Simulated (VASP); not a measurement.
# A VASP study of Bi2Pd3Se2 (optB86b-vdW): structure first, properties next, part 6 of 6

Aim: relax Bi2Pd3Se2 with optB86b-vdW, compute its properties on that cell and hold them against experiment. The start is a computed cell from the Materials Project.

VASP 6.6.1; optB86b-vdW; plane waves and PAW (Bi_d, Pd, Se).

Still holding for the runs below: The k-mesh is coarse for a metal.

So far. Step 5 (Bands along the symmetry lines (optB86b-vdW)): There is no gap at this level. Step 6 (Density of states (optB86b-vdW)): The finer mesh and the other smearing move the Fermi level by +0.00 eV from the 3×3×3 run, a small shift, which tests the Fermi level alone. Of the states within 0.3 eV of the Fermi level, the largest shares in the PAW spheres are Pd d 29 %, Bi p 20 % and Se p 13 %. The rest lies in smaller channels or between the spheres.

## Step 7: Electric field gradients (optB86b-vdW)

Field gradients probe how far the charge around each nucleus departs from cubic symmetry; LASPH keeps the non-spherical terms inside the spheres.

Contents of INCAR:

```
SYSTEM = Bi2Pd3Se2
PREC = Accurate
ENCUT = 400
EDIFF = 1E-07
NELM = 100
ISMEAR = 0
SIGMA = 0.05
LREAL = .FALSE.
ALGO = Normal
GGA = MK
AGGAC = 0
LUSE_VDW = .TRUE.
PARAM1 = 0.1234
PARAM2 = 1
LASPH = .TRUE.
NBANDS = 89
LORBIT = 11
LWAVE = .FALSE.
LCHARG = .FALSE.
KPAR = 2
NCORE = 4
LEFG = .TRUE.
```

Contents of POSCAR:

```
Bi2Pd3Se2
1.0
    5.9218785065     -4.2368368743     -0.0243505829
    5.9218785065      4.2368368743     -0.0243505829
   -5.8586169480      0.0000000000      6.0838125213
Bi Pd Se
4 6 4
Direct
    0.2531546568      0.2531546568      0.2635928895
    0.7468453432      0.7468453432      0.7364071105
    0.2178481479      0.2178481479      0.7005106131
    0.7821518521      0.7821518521      0.2994893869
    0.5000000000      0.0000000000      0.5000000000
    0.0000000000      0.5000000000      0.5000000000
    0.0262395869      0.0262395869      0.8043555069
    0.9737604131      0.9737604131      0.1956444931
    0.2736250490      0.7263749510      0.5000000000
    0.7263749510      0.2736250490      0.5000000000
    0.3282845006      0.7445173502      0.8277055258
    0.7445173502      0.3282845006      0.8277055258
    0.6717154994      0.2554826498      0.1722944742
    0.2554826498      0.6717154994      0.1722944742
```

Contents of KPOINTS:

```
Automatic mesh
0
Gamma
3 3 3
0 0 0
```

PAW data sets: Bi_d, Pd and Se (PBE family, release 64).

Launch:

```console
$ mpirun -np 8 vasp_std
```

The log of the run:

```text
[... set-up lines as in an earlier step ...]
 entering main loop
       N       E                     dE             d eps       ncg     rms          rms(c)
[... 11 cycles as in an earlier step ...]
DAV:  12    -0.300165881974E+02   -0.20880E-05   -0.18909E-04  2192   0.746E-02    0.390E-02
DAV:  13    -0.300166029213E+02   -0.14724E-04   -0.47165E-05  1944   0.352E-02    0.139E-02
DAV:  14    -0.300166009602E+02    0.19611E-05   -0.70051E-06  2280   0.181E-02    0.601E-03
DAV:  15    -0.300166003374E+02    0.62283E-06   -0.14936E-06  1904   0.748E-03    0.265E-03
DAV:  16    -0.300166003410E+02   -0.36052E-08   -0.41197E-07  1696   0.359E-03
ion   1
     0.0000000    -0.0000000     0.0000000    -0.5611570    -0.2553018     0.2109510
     0.0000690    -0.0000000     0.0000000    -0.5611570    -0.2553018     0.2109510
     0.0000950    -0.0000000     0.0000000    -0.5611570    -0.2553018     0.2109510
     0.0001308    -0.0000000     0.0000000    -0.5611569    -0.2553017     0.2109509
     0.0001801    -0.0000000     0.0000000    -0.5611569    -0.2553017     0.2109509

     0.0000000     0.0000000    -0.0000000   132.9127596    63.4942822   -43.5751747
     0.0000690     0.0000000    -0.0000000   132.6569476    63.3734738   -43.4894542
     0.0000950     0.0000000    -0.0000000   132.5379562    63.3172502   -43.4495419
     0.0001308     0.0000000    -0.0000000   132.3584088    63.2323955   -43.3892936
     0.0001801     0.0000000    -0.0000000   132.0886722    63.1048897   -43.2987451

ion   2
     0.0000000    -0.0000000     0.0000000    -0.5611570    -0.2553018     0.2109510
     0.0000690    -0.0000000     0.0000000    -0.5611570    -0.2553018     0.2109510
     0.0000950    -0.0000000     0.0000000    -0.5611570    -0.2553018     0.2109510
     0.0001308    -0.0000000     0.0000000    -0.5611569    -0.2553017     0.2109509
     0.0001801    -0.0000000     0.0000000    -0.5611569    -0.2553017     0.2109509

     0.0000000     0.0000000    -0.0000000   132.9127596    63.4942822   -43.5751747
     0.0000690     0.0000000    -0.0000000   132.6569476    63.3734738   -43.4894542
     0.0000950     0.0000000    -0.0000000   132.5379562    63.3172502   -43.4495419
     0.0001308     0.0000000    -0.0000000   132.3584088    63.2323955   -43.3892936
     0.0001801     0.0000000    -0.0000000   132.0886722    63.1048897   -43.2987451

ion   3
     0.0000000     0.0000000    -0.0000000     0.2735007     0.2802650     0.1176935
     0.0000690     0.0000000    -0.0000000     0.2735007     0.2802650     0.1176935
     0.0000950     0.0000000    -0.0000000     0.2735007     0.2802650     0.1176935
     0.0001308     0.0000000    -0.0000000     0.2735006     0.2802649     0.1176935
     0.0001801     0.0000000    -0.0000000     0.2735006     0.2802649     0.1176935

     0.0000000    -0.0000000     0.0000000   -65.9704721   -75.7383462   -43.3634192
     0.0000690    -0.0000000     0.0000000   -65.8443589   -75.5950488   -43.2834341
     0.0000950    -0.0000000     0.0000000   -65.7856296   -75.5283993   -43.2463242
     0.0001308    -0.0000000     0.0000000   -65.6969703   -75.4278347   -43.1903880
     0.0001801    -0.0000000     0.0000000   -65.5637131   -75.2767600   -43.1064429

ion   4
     0.0000000     0.0000000    -0.0000000     0.2735007     0.2802650     0.1176935
     0.0000690     0.0000000    -0.0000000     0.2735007     0.2802650     0.1176935
     0.0000950     0.0000000    -0.0000000     0.2735007     0.2802650     0.1176935
     0.0001308     0.0000000    -0.0000000     0.2735006     0.2802649     0.1176935
     0.0001801     0.0000000    -0.0000000     0.2735006     0.2802649     0.1176935

     0.0000000    -0.0000000     0.0000000   -65.9704721   -75.7383462   -43.3634192
     0.0000690    -0.0000000     0.0000000   -65.8443589   -75.5950488   -43.2834341
     0.0000950    -0.0000000     0.0000000   -65.7856296   -75.5283993   -43.2463242
     0.0001308    -0.0000000     0.0000000   -65.6969703   -75.4278347   -43.1903880
     0.0001801    -0.0000000     0.0000000   -65.5637131   -75.2767600   -43.1064429

ion   5
     0.0000000    -0.9271198    -2.1944366    -3.0915518    -4.4061209    -0.7891258
     0.0000551    -0.9271198    -2.1944366    -3.0915518    -4.4061208    -0.7891258
     0.0000758    -0.9271198    -2.1944366    -3.0915517    -4.4061208    -0.7891258
     0.0001045    -0.9271197    -2.1944365    -3.0915517    -4.4061207    -0.7891258
     0.0001438    -0.9271197    -2.1944365    -3.0915516    -4.4061206    -0.7891258

     0.0000000     8.3530633     8.5991056     9.1051181    33.0875041    34.1778199
     0.0000551     8.3501008     8.5939957     9.0981891    33.0734582    34.1701203
     0.0000758     8.3484661     8.5911955     9.0943703    33.0656405    34.1657914
     0.0001045     8.3458295     8.5866906     9.0882138    33.0529912    34.1587613
     0.0001438     8.3415943     8.5794732     9.0783289    33.0326061    34.1473899

ion   6
     0.0000000     0.9271198     2.1944366    -3.0915518    -4.4061209    -0.7891258
     0.0000551     0.9271198     2.1944366    -3.0915518    -4.4061208    -0.7891258
     0.0000758     0.9271198     2.1944366    -3.0915517    -4.4061208    -0.7891258
     0.0001045     0.9271197     2.1944365    -3.0915517    -4.4061207    -0.7891258
     0.0001438     0.9271197     2.1944365    -3.0915516    -4.4061206    -0.7891258

     0.0000000    -8.3530633    -8.5991056     9.1051181    33.0875041    34.1778199
     0.0000551    -8.3501008    -8.5939957     9.0981891    33.0734582    34.1701203
     0.0000758    -8.3484661    -8.5911955     9.0943703    33.0656405    34.1657914
     0.0001045    -8.3458295    -8.5866906     9.0882138    33.0529912    34.1587613
     0.0001438    -8.3415943    -8.5794732     9.0783289    33.0326061    34.1473899

ion   7
     0.0000000     0.0000000     0.0000000     1.5900984     0.0132520     6.5105779
     0.0000551     0.0000000     0.0000000     1.5900984     0.0132520     6.5105778
     0.0000758     0.0000000     0.0000000     1.5900984     0.0132520     6.5105778
     0.0001045     0.0000000     0.0000000     1.5900983     0.0132520     6.5105777
     0.0001438     0.0000000     0.0000000     1.5900983     0.0132520     6.5105775

     0.0000000     0.0000000     0.0000000   -24.3404788     6.7870610   -52.7883347
     0.0000551     0.0000000     0.0000000   -24.3338609     6.7861558   -52.7673972
     0.0000758     0.0000000     0.0000000   -24.3302073     6.7856621   -52.7557720
     0.0001045     0.0000000     0.0000000   -24.3243133     6.7848694   -52.7369786
     0.0001438     0.0000000     0.0000000   -24.3148438     6.7836018   -52.7067191

ion   8
     0.0000000     0.0000000     0.0000000     1.5900984     0.0132520     6.5105779
     0.0000551     0.0000000     0.0000000     1.5900984     0.0132520     6.5105778
     0.0000758     0.0000000     0.0000000     1.5900984     0.0132520     6.5105778
     0.0001045     0.0000000     0.0000000     1.5900983     0.0132520     6.5105777
     0.0001438     0.0000000     0.0000000     1.5900983     0.0132520     6.5105775

     0.0000000     0.0000000     0.0000000   -24.3404788     6.7870610   -52.7883347
     0.0000551     0.0000000     0.0000000   -24.3338609     6.7861558   -52.7673972
     0.0000758     0.0000000     0.0000000   -24.3302073     6.7856621   -52.7557720
     0.0001045     0.0000000     0.0000000   -24.3243133     6.7848694   -52.7369786
     0.0001438     0.0000000     0.0000000   -24.3148438     6.7836018   -52.7067191

ion   9
     0.0000000    -0.0000000    -0.0000000    -3.1895993     4.0725318    -1.8279238
     0.0000551    -0.0000000    -0.0000000    -3.1895993     4.0725317    -1.8279238
     0.0000758    -0.0000000    -0.0000000    -3.1895993     4.0725317    -1.8279238
     0.0001045    -0.0000000    -0.0000000    -3.1895992     4.0725316    -1.8279237
     0.0001438    -0.0000000    -0.0000000    -3.1895991     4.0725315    -1.8279237

     0.0000000    -0.0000000    -0.0000000    18.7509018   -36.6095642    36.4132565
     0.0000551    -0.0000000    -0.0000000    18.7423195   -36.5956427    36.4034721
     0.0000758    -0.0000000    -0.0000000    18.7375892   -36.5878935    36.3980046
     0.0001045    -0.0000000    -0.0000000    18.7299632   -36.5753546    36.3891452
     0.0001438    -0.0000000    -0.0000000    18.7177184   -36.5551469    36.3748467

ion  10
     0.0000000    -0.0000000    -0.0000000    -3.1895993     4.0725318    -1.8279238
     0.0000551    -0.0000000    -0.0000000    -3.1895993     4.0725317    -1.8279238
     0.0000758    -0.0000000    -0.0000000    -3.1895993     4.0725317    -1.8279238
     0.0001045    -0.0000000    -0.0000000    -3.1895992     4.0725316    -1.8279237
     0.0001438    -0.0000000    -0.0000000    -3.1895991     4.0725315    -1.8279237

     0.0000000    -0.0000000    -0.0000000    18.7509018   -36.6095642    36.4132565
     0.0000551    -0.0000000    -0.0000000    18.7423195   -36.5956427    36.4034721
     0.0000758    -0.0000000    -0.0000000    18.7375892   -36.5878935    36.3980046
     0.0001045    -0.0000000    -0.0000000    18.7299632   -36.5753546    36.3891452
     0.0001438    -0.0000000    -0.0000000    18.7177184   -36.5551469    36.3748467

ion  11
     0.0000000    -0.3112683     0.4676906    -0.2049180    -0.0972416    -0.0901337
     0.0000499    -0.3112683     0.4676906    -0.2049180    -0.0972416    -0.0901337
     0.0000687    -0.3112683     0.4676906    -0.2049180    -0.0972416    -0.0901337
     0.0000946    -0.3112683     0.4676906    -0.2049180    -0.0972416    -0.0901337
     0.0001302    -0.3112683     0.4676906    -0.2049179    -0.0972416    -0.0901337

     0.0000000   -11.5001156    32.9338487   -20.9644067    -5.3769430     3.5511253
     0.0000499   -11.4996219    32.9324235   -20.9634919    -5.3767223     3.5509609
     0.0000687   -11.4993443    32.9316264   -20.9629812    -5.3765994     3.5508699
     0.0000946   -11.4988939    32.9303359   -20.9621546    -5.3764007     3.5507230
     0.0001302   -11.4981666    32.9282568   -20.9608237    -5.3760811     3.5504873

ion  12
     0.0000000     0.3112683    -0.4676906    -0.2049180    -0.0972416    -0.0901337
     0.0000499     0.3112683    -0.4676906    -0.2049180    -0.0972416    -0.0901337
     0.0000687     0.3112683    -0.4676906    -0.2049180    -0.0972416    -0.0901337
     0.0000946     0.3112683    -0.4676906    -0.2049180    -0.0972416    -0.0901337
     0.0001302     0.3112683    -0.4676906    -0.2049179    -0.0972416    -0.0901337

     0.0000000    11.5001156   -32.9338487   -20.9644067    -5.3769430     3.5511253
     0.0000499    11.4996219   -32.9324235   -20.9634919    -5.3767223     3.5509609
     0.0000687    11.4993443   -32.9316264   -20.9629812    -5.3765994     3.5508699
     0.0000946    11.4988939   -32.9303359   -20.9621546    -5.3764007     3.5507230
     0.0001302    11.4981666   -32.9282568   -20.9608237    -5.3760811     3.5504873

ion  13
     0.0000000    -0.3112683     0.4676906    -0.2049180    -0.0972416    -0.0901337
     0.0000499    -0.3112683     0.4676906    -0.2049180    -0.0972416    -0.0901337
     0.0000687    -0.3112683     0.4676906    -0.2049180    -0.0972416    -0.0901337
     0.0000946    -0.3112683     0.4676906    -0.2049180    -0.0972416    -0.0901337
     0.0001302    -0.3112683     0.4676906    -0.2049179    -0.0972416    -0.0901337

     0.0000000   -11.5001156    32.9338487   -20.9644067    -5.3769430     3.5511253
     0.0000499   -11.4996219    32.9324235   -20.9634919    -5.3767223     3.5509609
     0.0000687   -11.4993443    32.9316264   -20.9629812    -5.3765994     3.5508699
     0.0000946   -11.4988939    32.9303359   -20.9621546    -5.3764007     3.5507230
     0.0001302   -11.4981666    32.9282568   -20.9608237    -5.3760811     3.5504873

ion  14
     0.0000000     0.3112683    -0.4676906    -0.2049180    -0.0972416    -0.0901337
     0.0000499     0.3112683    -0.4676906    -0.2049180    -0.0972416    -0.0901337
     0.0000687     0.3112683    -0.4676906    -0.2049180    -0.0972416    -0.0901337
     0.0000946     0.3112683    -0.4676906    -0.2049180    -0.0972416    -0.0901337
     0.0001302     0.3112683    -0.4676906    -0.2049179    -0.0972416    -0.0901337

     0.0000000    11.5001156   -32.9338487   -20.9644067    -5.3769430     3.5511253
     0.0000499    11.4996219   -32.9324235   -20.9634919    -5.3767223     3.5509609
     0.0000687    11.4993443   -32.9316264   -20.9629812    -5.3765994     3.5508699
     0.0000946    11.4988939   -32.9303359   -20.9621546    -5.3764007     3.5507230
     0.0001302    11.4981666   -32.9282568   -20.9608237    -5.3760811     3.5504873

   1 F= -.30016600E+02 E0= -.30014624E+02  d E =-.395172E-02
```

Elapsed: 2 min, on 8 MPI ranks of Intel Xeon 6975P-C (Granite Rapids), shared host; peak memory 3.2 GiB.

From OUTCAR (step 7):

```text
   NELECT =     144.0000    total number of electrons

 E-fermi :   7.5557

 k-point     3 :       0.3333    0.3333   -0.0000
  band No.  band energies     occupation
    ...
     70       6.4659      2.00000
     71       6.8695      2.00000
     72       6.9522      2.00000
     73       7.3838      2.00000
     74       7.5127      1.77670
     75       8.5161      0.00000
     76       8.5505      0.00000
     77       8.6131      0.00000
     78       8.6493      0.00000
     79       8.6710      0.00000
    ...

Total vdW correction in eV:     25.6584312

  Total        0.0159079     -0.0649451     -0.0651562      0.0000000      0.0000000      0.0331480
  in kB        0.0838185     -0.3421947     -0.3433067      0.0000000      0.0000000      0.1746564
  external PRESSURE =      -0.2005610 kB  Pullay stress =       0.0000000 kB

 POSITION                                       TOTAL-FORCE (eV/Angst)
 -----------------------------------------------------------------------------------
      1.45401      0.00000      1.59132        -0.007649      0.000000     -0.002404
      4.53113      0.00000      4.44379         0.007649      0.000000      0.002404
     -1.52388      0.00000      4.25117         0.002662      0.000000      0.003835
      7.50902      0.00000      1.78395        -0.002662      0.000000     -0.003835
      0.03163     -2.11842      3.02973         0.000000      0.000000     -0.000000
      0.03163      2.11842      3.02973         0.000000      0.000000      0.000000
     -4.40164      0.00000      4.89227         0.002989      0.000000     -0.001833
     10.38678      0.00000      1.14284        -0.002989      0.000000      0.001833
      2.99257      1.91823      3.01756        -0.000000     -0.006609      0.000000
      2.99257     -1.91823      3.01756        -0.000000      0.006609     -0.000000
      1.50379      1.76351      5.00948         0.007941     -0.002235      0.005102
      1.50379     -1.76351      5.00948         0.007941      0.002235      0.005102
      4.48135     -1.76351      1.02563        -0.007941      0.002235     -0.005102
      4.48135      1.76351      1.02563        -0.007941     -0.002235     -0.005102
 -----------------------------------------------------------------------------------
    total drift:                                0.000000      0.000000     -0.000000

  FREE ENERGIE OF THE ION-ELECTRON SYSTEM (eV)
  ---------------------------------------------------
  free  energy   TOTEN  =       -30.0166003410 eV

  energy  without entropy=      -30.0126486244  energy(sigma->0) =      -30.01462448

Total vdW correction in eV:     25.6584096

 Electric field gradients after diagonalization (V/A^2)
 (convention: |V_zz| > |V_xx| > |V_yy|)
----------------------------------------------------------------------
 ion       V_xx      V_yy      V_zz     asymmetry (V_yy - V_xx)/ V_zz
----------------------------------------------------------------------
   1     146.688    36.224  -182.912       0.604
   2     146.688    36.224  -182.912       0.604
   3     -88.974   -46.854   135.827       0.310
   4     -88.974   -46.854   135.827       0.310
   5      44.763    15.743   -60.506       0.480
   6      44.763    15.743   -60.506       0.480
   7      45.880    26.977   -72.857       0.259
   8      45.880    26.977   -72.857       0.259
   9      51.578    14.160   -65.738       0.569
  10      51.578    14.160   -65.738       0.569
  11     -40.074    -9.351    49.426       0.622
  12     -40.074    -9.351    49.426       0.622
  13     -40.074    -9.351    49.426       0.622
  14     -40.074    -9.351    49.426       0.622
----------------------------------------------------------------------

[... 11 parts as in an earlier step ...]

[... 6 further parts left out ...]
```

Numbers from this step:

```
SCF cycles           : 16
bands                : 89
irreducible k-points : 10
free energy (TOTEN)  : -30.02 eV
Fermi energy         : 7.556 eV
pressure             : -0.02006 GPa
```

Electric field gradients, by row:

| atom | Vxx (V/Å²) | Vyy (V/Å²) | Vzz (V/Å²) | asymmetry |
| --- | --- | --- | --- | --- |
| Bi1 | 146.7 | 36.22 | -182.9 | 0.604 |
| Bi2 | 146.7 | 36.22 | -182.9 | 0.604 |
| Bi3 | -88.97 | -46.85 | 135.8 | 0.31 |
| Bi4 | -88.97 | -46.85 | 135.8 | 0.31 |
| Pd5 | 44.76 | 15.74 | -60.51 | 0.48 |
| Pd6 | 44.76 | 15.74 | -60.51 | 0.48 |
| Pd7 | 45.88 | 26.98 | -72.86 | 0.259 |
| Pd8 | 45.88 | 26.98 | -72.86 | 0.259 |
| Pd9 | 51.58 | 14.16 | -65.74 | 0.569 |
| Pd10 | 51.58 | 14.16 | -65.74 | 0.569 |
| Se11 | -40.07 | -9.351 | 49.43 | 0.622 |
| Se12 | -40.07 | -9.351 | 49.43 | 0.622 |
| Se13 | -40.07 | -9.351 | 49.43 | 0.622 |
| Se14 | -40.07 | -9.351 | 49.43 | 0.622 |

The largest gradient, -182.91 V/Å², sits on Bi1 and like sites; times the quadrupole moment of a nucleus that has one, it gives the coupling that NMR and NQR see.

## Step 8: Outcome

- relaxed volume: 21.72 Å³/atom
- relaxed conventional cell a, b, c: 11.844, 8.474, 8.446 Å; angles 90.0, 134.2, 90.0°
- space group after relaxing, within 0.02 Å: C2/m (No. 12)
- band gap: none, a metal
- DOS at the Fermi level: 5.82 states/eV/cell
- largest field gradient Vzz: -182.91 V/Å² on Bi1

**Reading.** With optB86b-vdW, Bi2Pd3Se2 relaxes to 21.72 Å³/atom in space group C2/m (held by the symmetry of the run) and comes out as a metal. Bands along the symmetry lines (optB86b-vdW): Of the bands kept, 4 cross the Fermi level on this path. Spin-orbit coupling is left out, and with elements this heavy it would split and shift bands near the Fermi level. The k-sampling is coarse for a metal, so the Fermi level, pressures and the shape of the cell carry errors. No search among competing phases was made, and a listed structure need not be the one stable at ambient conditions. All values are for a static lattice at zero temperature.

Calculation against experiment:

| quantity | measured | optB86b-vdW |
| --- | --- | --- |
| lattice constant a (Å) | 11.7403 | 11.844 (+0.9 %) |
| lattice constant b (Å) | 8.4339 | 8.474 (+0.5 %) |
| lattice constant c (Å) | 8.4163 | 8.446 (+0.4 %) |

Measured values from arxiv:2408.06298 (2024).

**Verdict.** The lattice constant a is off by +0.9 %: fair agreement. The lattice constant b is off by +0.5 %: good agreement. The lattice constant c is off by +0.4 %: good agreement. The grades are ours: good and fair within 0.7 and 1.5 % for the lattice constant a, 0.7 and 1.5 % for the lattice constant b and 0.8 and 2 % for the lattice constant c. For lattice constants the calculation has a static lattice, without zero-point motion or thermal expansion (measured at up to 296 K). As a rule both would widen the computed cell, so the excess over experiment is if anything larger than shown.

[Lines on the potential files, build, host, timing and source positions are cut from VASP's logs without a mark.]

[Logs are printed without paths, hosts, clocks, repeated set-up lines and the standing remarks that a program may print on its own settings, such as how far it seeks lower states.]

[Hosts, paths, dates, database ids (printed as entryN), source tags and the programs' standing remarks are cut or masked in the printed files.]

[A measured line is paired with the nearest computed mode of its activity, which favours agreement.]

[In band tables of VASP the shares of atoms and orbitals are scaled to a sum of 1 inside the atoms' spheres.]
